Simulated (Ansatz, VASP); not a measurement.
# SiW (wurtzite type (invented)): VASP beside Ansatz

Aim: how closely do two programs agree when they are given the same cell, functional and k mesh? The cell is generated by rule, not measured, and may not be a known phase. The cell is taken from a series of runs on this material, whose earlier steps may have relaxed, scaled, displaced or heated it; both programs get it as it stands.

Calculated with Ansatz 0.2.0; plane waves, with VASP 6.6.1 beside it; relaxation of cell and atoms at PBEsol.

## 1. Set-up

It takes space group P6_3mc (No. 186, hexagonal). The conventional cell has a = 2.791 Å, b = 2.791 Å, c = 9.196 Å, α = 90.00°, β = 90.00°, γ = 120.00°. W has 4 Si at 2.51 to 2.64 Å and 6 W at 2.79 Å nearest. Nearest to Si lie 4 W at 2.51 to 2.64 Å and 6 Si at 2.79 Å. Farther neighbours are not listed.

As a file:

```cif
data_structure
_symmetry_space_group_name_H-M 'P6_3mc'
_symmetry_Int_Tables_number 186
_cell_length_a 2.7911
_cell_length_b 2.7911
_cell_length_c 9.1960
_cell_angle_alpha 90.000
_cell_angle_beta 90.000
_cell_angle_gamma 120.000
_cell_volume 62.04
loop_
_atom_site_label
_atom_site_type_symbol
_atom_site_symmetry_multiplicity
_atom_site_Wyckoff_symbol
_atom_site_fract_x
_atom_site_fract_y
_atom_site_fract_z
_atom_site_occupancy
W1 W 2 b 0.33333 0.66667 0.05104 1
Si1 Si 2 b 0.33333 0.66667 0.32396 1
```

## 2. VASP: relaxation of cell and atoms, PBEsol

The relaxed volume is the usual yardstick between codes: in a stiff, nearly cubic crystal its relative difference is about their pressure difference at one cell divided by the bulk modulus.

Lines of VASP's logs that name or quote its potential files are left out, and so is its time.

Input file INCAR:

```
SYSTEM = SiW
PREC = Accurate
ENCUT = 600
EDIFF = 1E-07
NELM = 120
ISMEAR = 0
SIGMA = 0.1
LREAL = .FALSE.
ALGO = Normal
GGA = PS
NBANDS = 16
LASPH = .TRUE.
LORBIT = 11
LWAVE = .FALSE.
LCHARG = .FALSE.
ISIF = 3
IBRION = 2
NSW = 80
EDIFFG = -0.005
GGA_COMPAT = .FALSE.
NELMIN = 4
KPAR = 2
```

Input file POSCAR:

```
SiW
1.0
    2.7911150000      0.0000000000      0.0000000000
   -1.3955580000      2.4171770000      0.0000000000
    0.0000000000      0.0000000000      9.1959790000
W Si
2 2
Direct
    0.3333333838      0.6666665288      0.0510396990
    0.6666669745      0.3333334712      0.5510397534
    0.3333333838      0.6666665288      0.3239602874
    0.6666669745      0.3333334712      0.8239603418
```

Input file KPOINTS:

```
Automatic mesh
0
Gamma
18 18 6
0 0 0
```

The projector-augmented-wave data sets are W and Si (PBE family, release 64).

Launch:

```sh
> mpirun -np 2 vasp_std
```

Numbers of over 12 decimals in the logs are rounded to 6 here.

The log of the run:

```text
[banner, memory and clock lines left out]
running    2 mpi-ranks, on    1 nodes
 distrk:  each k-point on    1 cores,    2 groups
 distr:  one band on    1 cores,    1 groups

 POSCAR found type information on POSCAR W Si
 POSCAR found :  2 types and       4 ions
|                                                                             |
|               ----> ADVICE to this user running VASP <----                  |
|                                                                             |
|     You enforced a specific xc type in the INCAR file but a different       |
|     [... a line on the potential file left out ...]
|     I HOPE YOU KNOW WHAT YOU ARE DOING!                                     |
|                                                                             |

 LDA part: xc-table for (Slater+PW92), standard interpolation
 POSCAR, INCAR and KPOINTS ok, starting setup
 FFT: planning ... GRIDC
 FFT: planning ... GRID_SOFT
 FFT: planning ... GRID
 WAVECAR not read
 entering main loop
       N       E                     dE             d eps       ncg     rms          rms(c)
DAV:   1     0.521436176299E+02    0.52144E+02   -0.93408E+03  4736   0.122E+03
DAV:   2    -0.348711489567E+02   -0.87015E+02   -0.82974E+02  6104   0.242E+02
DAV:   3    -0.390602042814E+02   -0.41891E+01   -0.40159E+01  6816   0.424E+01
DAV:   4    -0.391279134423E+02   -0.67709E-01   -0.67653E-01  5408   0.639E+00
DAV:   5    -0.391293871861E+02   -0.14737E-02   -0.14733E-02  6880   0.813E-01    0.295E+01
DAV:   6    -0.379428293641E+02    0.11866E+01   -0.31919E+00  6536   0.989E+00    0.135E+01
DAV:   7    -0.376187227353E+02    0.32411E+00   -0.11411E+00  6176   0.588E+00    0.400E+00
DAV:   8    -0.375646873382E+02    0.54035E-01   -0.22368E-01  6560   0.315E+00    0.352E-01
DAV:   9    -0.375640281715E+02    0.65917E-03   -0.10235E-02  5664   0.690E-01    0.251E-01
DAV:  10    -0.375634958727E+02    0.53230E-03   -0.11357E-03  6440   0.202E-01    0.111E-01
DAV:  11    -0.375634746480E+02    0.21225E-04   -0.94647E-05  6600   0.614E-02    0.381E-02
DAV:  12    -0.375634744509E+02    0.19710E-06   -0.15569E-05  5776   0.278E-02    0.907E-03
DAV:  13    -0.375634744751E+02   -0.24155E-07   -0.40674E-07  6072   0.451E-03
   1 F= -.37563474E+02 E0= -.37556607E+02  d E =-.375635E+02
[...]
2 F= -.37560983E+02 E0= -.37554507E+02  d E =0.249122E-02
[...]
3 F= -.37567010E+02 E0= -.37560342E+02  d E =-.353513E-02
[...]
4 F= -.37567160E+02 E0= -.37560633E+02  d E =-.150059E-03
[...]
5 F= -.37567393E+02 E0= -.37560810E+02  d E =-.383426E-03
[...]
6 F= -.37567414E+02 E0= -.37560841E+02  d E =-.213132E-04
 trial-energy change:   -0.000021  1 .order   -0.000021   -0.000061    0.000019
 step:   0.6203(harm=  0.6140)  dis= 0.00058  next Energy=   -37.567417 (dE=-0.236E-04)
 bond charge predicted
       N       E                     dE             d eps       ncg     rms          rms(c)
DAV:   1    -0.375674168808E+02   -0.25520E-05   -0.22653E-04  4736   0.816E-02    0.537E-03
DAV:   2    -0.375674166782E+02    0.20260E-06   -0.49756E-06  6720   0.149E-02    0.194E-03
DAV:   3    -0.375674166096E+02    0.68655E-07   -0.19870E-07  4544   0.293E-03    0.119E-03
DAV:   4    -0.375674165678E+02    0.41737E-07   -0.48356E-08  2584   0.148E-03
   7 F= -.37567417E+02 E0= -.37560841E+02  d E =-.235413E-04
 curvature:  -0.32 expect dE=-0.569E-07 dE for cont linesearch -0.255E-08
 trial: gam= 0.01995 g(F)=  0.137E-08 g(S)=  0.177E-06 ort =-0.791E-06 (trialstep = 0.771E+00)
 search vector abs. value=  0.178E-06
 reached required accuracy - stopping structural energy minimisation
```

From OUTCAR (step 2):

```text
ion  position               nearest neighbor table
   1  0.333  0.667  0.051-   3 2.51   4 2.64   4 2.64   4 2.64
   2  0.667  0.333  0.551-   4 2.51   3 2.64   3 2.64   3 2.64
   3  0.333  0.667  0.324-   1 2.51   2 2.64   2 2.64   2 2.64
   4  0.667  0.333  0.824-   2 2.51   1 2.64   1 2.64   1 2.64

  LATTYP: Found a hexagonal cell.
 ALAT       =     2.7911150000
 C/A-ratio  =     3.2947331085

 Subroutine GETGRP returns: Found 12 space group operations
 (whereof  6 operations were pure point group operations)

The static configuration has the point symmetry C_3v.
 The point group associated with its full space group is C_6v.

 Found    148 irreducible k-points:

   k-points           NKPTS =    148   k-points in BZ     NKDIM =    148   number of bands    NBANDS=     16

   dimension x,y,z NGX =    24 NGY =   24 NGZ =   80
   dimension x,y,z NGXF=    48 NGYF=   48 NGZF=  160

   ENCUT  =  600.0 eV  44.10 Ry    6.64 a.u.   5.57  5.57 18.37*2*pi/ulx,y,z

   NELECT =      20.0000    total number of electrons

 k-points in reciprocal lattice and weights: Automatic mesh
   0.00000000  0.00000000  0.00000000       0.001
   0.05555556 -0.00000000  0.00000000       0.003
   0.11111111 -0.00000000  0.00000000       0.003
   0.16666667  0.00000000  0.00000000       0.003
   0.22222222  0.00000000  0.00000000       0.003
   0.27777778  0.00000000  0.00000000       0.003
   0.33333333 -0.00000000  0.00000000       0.003
   0.38888889  0.00000000  0.00000000       0.003
   0.44444444  0.00000000  0.00000000       0.003
[...]
0.33333333  0.27777778  0.50000000       0.006
   0.33333333  0.33333333  0.50000000       0.001

 average (electrostatic) potential at core
       1 -36.7437       2 -36.7437       3 -80.9517       4 -80.9517

 E-fermi :   8.2924

 k-point     1 :       0.0000    0.0000    0.0000
  band No.  band energies     occupation
    ...
      6       4.8465      2.00000
      7       7.9024      2.00000
      8       7.9024      2.00000
      9       7.9171      2.00000
     10       7.9172      2.00000
     11      10.7122      0.00000
     12      10.7122      0.00000
     13      10.7180      0.00000
     14      10.8559      0.00000
     15      10.8559      0.00000
    ...

 k-point     2 :       0.0556   -0.0000    0.0000
  band No.  band energies     occupation
    ...
      6       4.8401      2.00000
      7       7.7638      2.00000
      8       7.7802      2.00000
      9       8.0193      1.99989
     10       8.0363      1.99971
     11      10.4760      0.00000
     12      10.6246      0.00000
     13      10.6325      0.00000
     14      10.7462      0.00000
     15      10.8121      0.00000
    ...

 k-point     3 :       0.1111   -0.0000    0.0000
  band No.  band energies     occupation
    ...
      4       2.8418      2.00000
      5       4.8188      2.00000
      6       4.8400      2.00000
      7       7.3936      2.00000
      8       7.4368      2.00000
      9       8.3644      0.30890
     10       8.3878      0.17736
     11       9.7118      0.00000
     12      10.3477      0.00000
     13      10.4241      0.00000
    ...

  Total       -0.0017174     -0.0017174      0.0029688      0.0000000      0.0000000      0.0000000
  in kB       -0.0446593     -0.0446593      0.0771997      0.0000000      0.0000000      0.0000000
  external PRESSURE =      -0.0040396 kB  Pullay stress =       0.0000000 kB

  energy-cutoff  :      600.00
  volume of cell :       61.61
      direct lattice vectors                 reciprocal lattice vectors
     2.778066709  0.000000003  0.000000000     0.359962558  0.207824511 -0.000000000
    -1.389033850  2.405876840  0.000000000    -0.000000000  0.415648874  0.000000000
     0.000000000 -0.000000000  9.218428073    -0.000000000 -0.000000000  0.108478364

 POSITION                                       TOTAL-FORCE (eV/Angst)
 -----------------------------------------------------------------------------------
      0.00000      1.60392      0.47159        -0.000000      0.000000     -0.000084
      1.38903      0.80196      5.08080        -0.000000      0.000000     -0.000084
      0.00000      1.60392      2.98532         0.000000      0.000000      0.000084
      1.38903      0.80196      7.59454        -0.000000     -0.000000      0.000084
 -----------------------------------------------------------------------------------
    total drift:                               -0.000040     -0.000020      0.000141

  FREE ENERGIE OF THE ION-ELECTRON SYSTEM (eV)
  ---------------------------------------------------
  free  energy   TOTEN  =       -37.5674165678 eV

  energy  without entropy=      -37.5542645838  energy(sigma->0) =      -37.56084058

 reached required accuracy - stopping structural energy minimisation

 total charge
# of ion       s       p       d       tot
------------------------------------------
    1        0.662   0.655   4.245   5.562
    2        0.662   0.655   4.245   5.562
    3        0.808   0.806   0.000   1.614
    4        0.808   0.806   0.000   1.614
--------------------------------------------------
tot          2.940   2.921   8.490  14.351

[... 3 further parts left out ...]
```

The run keeps the 12 symmetry operations of its start, so it cannot find a distortion of lower symmetry.

## 3. Ansatz: relaxation of cell and atoms, PBEsol

Ansatz runs on its default PAW (the set named soft_2) files.

The same cell, functional, mesh and smearing now go to Ansatz, which takes its cutoff from its data sets.

Input file input.yaml:

```yaml
crystal:
  lattice:
    - [2.7911153734, -1.788e-07, 0.0]
    - [-1.3955575319, 2.4171769076, 0.0]
    - [0.0, 0.0, 9.195979024]
  atoms:
    - { symbol: W, position: [0.3333333333, 0.6666666667, 0.0510397119] }
    - { symbol: W, position: [0.6666666667, 0.3333333333, 0.5510397119] }
    - { symbol: Si, position: [0.3333333333, 0.6666666667, 0.3239602881] }
    - { symbol: Si, position: [0.6666666667, 0.3333333333, 0.8239602881] }
kpoints:
  mp_grid: { grid: [18, 18, 6] }
hamiltonian:
  xc: pbesol
scf:
  occupations: { method: gaussian, width: 0.1 }
output:
  forces: true
  stress: true
  eigenvalues: true
  write_density: true
  write_potential: true
  elf: true
  volumetric_format: npy
relax:
  adjacent_minimum: "off"
  f_tol: 0.005
  max_steps: 80
  cell: { stress_tol: 0.05 }
```

Launch:

```sh
> ansatz run input.yaml --threads 2 --pin off --max-ram 5120MiB --backend cpu --events-out ev --progress --plain --runs-dir out
```

The log of the run:

```text
Engine: ansatz 0.2.0, aarch64-unknown-linux-gnu
Pseudopotentials: kind: paw
Pseudopotential: W, paw, valence charge 14, recommended cutoff 420 eV (normal), W.paw.azcp
Pseudopotential: Si, paw, valence charge 4, recommended cutoff 420 eV (normal), Si.paw.azcp
Functional definition: PBEsol
  exchange = pbesol_x
  correlation = pbesol_c
Crystal: 4 atoms, lattice volume = 62.042 Å³
Basis set: ecut = 420 eV, 1207 PW (Γ), exchange–correlation on 40×40×128 points (8 copies of the dense FFT grid, shifted against one another)
Bands: 22, of which v1, the nominal top of the filled ones, is band 18 counted from 1 (17 counted from 0)
Symmetry: 12 space group operations
Space group: P63mc (ITA 186), of the structure as read, at distance tolerance 4.0e-5 Å
k-points: 148 of 1944 (time reversal used)
Non-local potential: W, projectors of the file, l = 0: 3, l = 1: 2, l = 2: 2, l = 3: 1
Non-local potential: Si, projectors of the file, l = 0: 2, l = 1: 2, l = 2: 2
PAW form: soft (Blöchl's): semilocal exchange-correlation on the pseudo side does not see the compensation charge
PAW frozen core: W, regenerated for the run's functional, and the local potential with it (the file was generated under x = pbe(κ = 0.804, μ = 0.219515), c = pbe(β = 0.066725))
PAW frozen core: Si, regenerated for the run's functional, and the local potential with it (the file was generated under x = pbe(κ = 0.804, μ = 0.219515), c = pbe(β = 0.066725))
PAW one-centre angular grid: W, 590 points (default); XC on 64 Gauss nodes
PAW one-centre angular grid: Si, 110 points (default); XC on 64 Gauss nodes
Initial density: superposition of atomic densities (neutral atoms: chi_scale 0, normalization atom), corrected by the library's trained network
Initial wavefunctions: pseudopotential atomic-orbital guess
Functional: x = pbesol(κ = 0.804, μ = 0.123457), c = pbesol(β = 0.046)
SCF iter   1: F=—  HF=-21754.464899 eV  |F-HF|=—  |Δ(HF+E_count)|=         —  Δρ=7.45e-3  dr2=5.22e-2  ethr=1.77e-3  ⟨swp⟩=5.2  Hψ=15808  notcnv=0
preconditioner: auto → none  [metal: Δε(μ)=0.019 eV  Ē_g=5.531 eV  σ=0.100 eV  W_gap=0.11  n_scr=6 (ndim 8)  ℏωp=21.1 eV  f_vac=0.000  D(μ)=2.66/eV (n_scr^D=26)  sad-step TF]
SCF iter   2: F=—  HF=-21754.455923 eV  |F-HF|=—  |Δ(HF+E_count)|=   8.98e-3  Δρ=4.31e-3  dr2=2.11e-2  ethr=1.45e-4  ⟨swp⟩=1.0  Hψ=4440  notcnv=0
SCF iter   3: F=—  HF=-21754.450192 eV  |F-HF|=—  |Δ(HF+E_count)|=   5.73e-3  Δρ=6.64e-4  dr2=8.36e-4  ethr=5.87e-5  ⟨swp⟩=2.0  Hψ=4691  notcnv=0
SCF iter   4: F=—  HF=-21754.449973 eV  |F-HF|=—  |Δ(HF+E_count)|=   2.19e-4  Δρ=1.37e-4  dr2=8.26e-6  ethr=2.32e-6  ⟨swp⟩=2.0  Hψ=5078  notcnv=0
SCF iter   5: F=—  HF=-21754.449970 eV  |F-HF|=—  |Δ(HF+E_count)|=   2.79e-6  Δρ=2.73e-5  dr2=2.51e-7  ethr=2.29e-8  ⟨swp⟩=2.2  Hψ=5004  notcnv=0
SCF iter   6: F=-21754.449970 eV  HF=-21754.449970 eV  |F-HF|=1.24e-10  |Δ(HF+E_count)|=   2.78e-9  Δρ=4.47e-6  dr2=5.64e-9  ethr=2.78e-10  ⟨swp⟩=9.9  Hψ=23549  notcnv=0
SCF 1 converged in 6 iterations: F = -21754.449970 eV  dr2 = 5.64e-9
  greatest PAW one-centre occupation: 1.000 electrons in one spin orbital (limit 2), on the W atom at site 1 (counted from 0), in its partial waves of l = 0
relax step   1: F+E_penalty+E_count = -21754.44997045 eV  Δ(F+E_penalty+E_count) = +0.000e0 eV  max|allowed force component| = 2.144e-2 eV/Å  Δτ_max = 0.0000 Å  P = -0.471 GPa  Ω = 62.042 Å³  (6 SCF iters, dr2 threshold 1.00e-7 eV, accepted)
[...]
relax step   3: F+E_penalty+E_count = -21754.45133130 eV  Δ(F+E_penalty+E_count) = -1.142e-3 eV  max|allowed force component| = 7.168e-4 eV/Å  Δτ_max = 0.0004 Å  P = -0.094 GPa  Ω = 61.900 Å³  energy of the carried Pulay correction = +3.962e-5 eV  (6 SCF iters, dr2 threshold 4.00e-7 eV, accepted)
[...]
relax step   4: F+E_penalty+E_count = -21754.45135018 eV  Δ(F+E_penalty+E_count) = -1.888e-5 eV  max|allowed force component| = 1.105e-4 eV/Å  Δτ_max = 0.0000 Å  P = +0.005 GPa  Ω = 61.871 Å³  energy of the carried Pulay correction = +4.764e-5 eV  (6 SCF iters, accepted)
[...]
relax step   5: F+E_penalty+E_count = -21754.45130068 eV  Δ(F+E_penalty+E_count) = +4.950e-5 eV  max|allowed force component| = 1.152e-4 eV/Å  Δτ_max = 0.0000 Å  P = +0.005 GPa  Ω = 61.871 Å³  stress off target by 1.50e-2 GPa  SCF on the basis re-selected at this cell (its energy is not comparable with the rows above)  (8 SCF iters)
basis re-selected at this cell: Δ(F+E_penalty+E_count) = +4.950e-5 eV, ΔP = -0.001 GPa vs the last step (what re-selecting the basis moved, of the pressure what is left beyond the Pulay correction that the steps carried, after the strain that the cell walked since its last selection, with what the two solves' SCF thresholds leave and, on support functions, any second-order correction that the steps lacked; it is no m [...]
SCF converged after 8 iterations
Free energy (F): -21754.451301 eV
Harris-Foulkes:  -21754.451301 eV  (|F-HF|=7.28e-12)
Internal energy: -21754.438007 eV  (E = F + TS)
E sigma→0 (E₀):  -21754.444654 eV
Entropy (-TS):   -0.013294 eV (-3.323 meV/atom)
Fermi energy:    16.083167 eV
--- Per-component energies (eV) ---
  E_band       = -252.065139
  E_kinetic    = 984.836646
  E_local      = -2126.015406  (includes V_loc(G=0)·N_el)
  E_nonlocal   = 59.211229
  E_hartree    = 831.081275
  E_xc         = -641.590409
  E_vxc        = -573.224532  (∫ρ·V_xc dr)
  E_paw        = -17869.698730  (= ΣΔE_a)
  E_vpaw       = -259.035497  (= ΣTr[D̂ρ^β])
  E_aug_tail   = -0.000130  (compensation charges beyond the density's cutoff)
  E_ewald      = -2992.769189
  E_core_change = 0.506706  (= ΣΔE_core)
  E_smearing   = -0.013294  (= −TS)
  E_closure    = 0.000000  (closes the sum)
  Σ components = -21754.451301   (vs F -21754.451301, Δ=0.00e0)
--- Forces (eV/Å), atoms counted from 1 ---
  atom   1  W      0.00000000    -0.00000000     0.00011517
  atom   2  W     -0.00000000     0.00000000     0.00011517
  atom   3  Si    -0.00000000     0.00000000    -0.00011521
  atom   4  Si    -0.00000000    -0.00000000    -0.00011521
  max |Σ_I F_I| component: 8.01e-8 eV/Å
--- Stress (GPa, compression-positive) ---
       -0.000352      -0.000000      -0.000000
       -0.000000      -0.000352       0.000000
       -0.000000       0.000000       0.014990
  P = ⅓ Tr σ = 0.0048 GPa (0.048 kbar)
--- Band table (eV; the first three rows and the last of 148) ---
  k-point 0: bands = [... 14 lower, 15.6947, 15.6947, 15.7097, 15.7097, 18.4926, 18.4926, 18.5545, 18.6405]
  k-point 1: bands = [... 14 lower, 15.6957, 15.6957, 15.7086, 15.7086, 18.5024, 18.5024, 18.6305, 18.6305]
  k-point 2: bands = [... 14 lower, 15.6983, 15.6983, 15.7057, 15.7057, 18.5292, 18.5292, 18.6032, 18.6032]
  k-point 147: bands = [... 14 lower, 13.9169, 13.9169, 14.4579, 14.4579, 15.1855, 15.1855, 17.1542, 17.1542]
--- Relaxed structure (4 steps of the walk, 4 accepted, 1 SCFs on fresh bases) ---
  F+E_penalty+E_count = -21754.45130068 eV   max|allowed force component| = 1.152e-4 eV/Å   (the final SCF, on the basis selected at the relaxed cell)
  cell:  # Å, volume = 61.8710 Å³
    - [2.784053, -1.7832146679660822e-7, 0]
    - [-1.392026, 2.411061, 0]
    - [0, 0, 9.217256]
  atoms:
    - { symbol: W, position: [0.333333, 0.666667, 0.051072] }
    - { symbol: W, position: [0.666667, 0.333333, 0.551072] }
    - { symbol: Si, position: [0.333333, 0.666667, 0.323928] }
    - { symbol: Si, position: [0.666667, 0.333333, 0.823928] }
```

The column dr2 measures how far the density is from self-consistency, as an energy; F and HF (Harris–Foulkes) agree once it is small.

## 4. Side by side

Known differences besides the potentials themselves: the data sets hold 36 valence electrons in Ansatz (on its default PAW (the set named soft_2) files) and 20 in VASP; the cutoff is 420 eV in Ansatz and 600 eV in VASP; Ansatz makes its cores anew for this functional, VASP keeps those of its PBE data sets; Ansatz adds a Pulay correction to the stress that steers its cell, VASP none. Total energies have different zeros and are not compared.

Both answers:

```csv
quantity,Ansatz,VASP,difference
volume (Å³),61.87,61.61,+0.42 %
"edge a after relaxation, in the typed setting (Å)",2.784,2.778,+0.22 %
"edge c after relaxation, in the typed setting (Å)",9.217,9.218,-0.01 %
```

## 5. Outcome

```json
{
 "difference in volume (relaxation of cell and atoms, PBEsol)": "0.42 %"
}
```

What this shows: The difference in volume is 0.42 % (relaxation of cell and atoms, PBEsol), within the 1.2 % picked in this series as the mark of a large difference, as far as the stopping tolerances let one tell. The data sets hold unlike numbers of valence electrons (36 in Ansatz and 20 in VASP), so part of the differences comes from the potentials. Such differences can come from data sets, numerical settings and the points named under the comparisons, not from the functional's error against experiment.

[Lines on the potential files, build, host, timing and source positions are cut from VASP's logs without a mark.]

[Logs are printed without paths, hosts, clocks, repeated set-up lines and the standing remarks that a program may print on its own settings, such as how far it seeks lower states.]

[Hosts, paths, dates, database ids (printed as entryN), source tags and the programs' standing remarks are cut or masked in the printed files.]
